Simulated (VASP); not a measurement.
Input:

```xyz
2
Lattice="1.3535 -2.3444 0.0000 1.3535 2.3444 0.0000 0.0000 0.0000 4.2630" Properties=species:S:1:pos:R:3 pbc="T T T"
Ru     1.3535     0.7815     1.0658
Ru     1.3535    -0.7815     3.1973
```

These are r2SCAN meta-GGA, VASP's PBE PAW potentials (set 64) (plane waves; VASP) values and carry that method's errors. Settings: 400 eV cut-off, 14×14×8 Γ-centred mesh, first-order Methfessel-Paxton smearing of 0.10 eV, potentials Ru_pv.

Q: Predict the energy per atom (σ→0), band gap (on the k-mesh) with the smallest direct gap where there is one.

A: 
```yaml
band gap (on the k-mesh): none (metal, semimetal or under 0.01 eV)
energy per atom (σ→0): -25.425 eV/atom
```

The absolute energy has meaning only against runs of the same code, potentials and settings.

The compound is Ru in the hcp structure. It was relaxed first. The start is the result of an earlier pass.
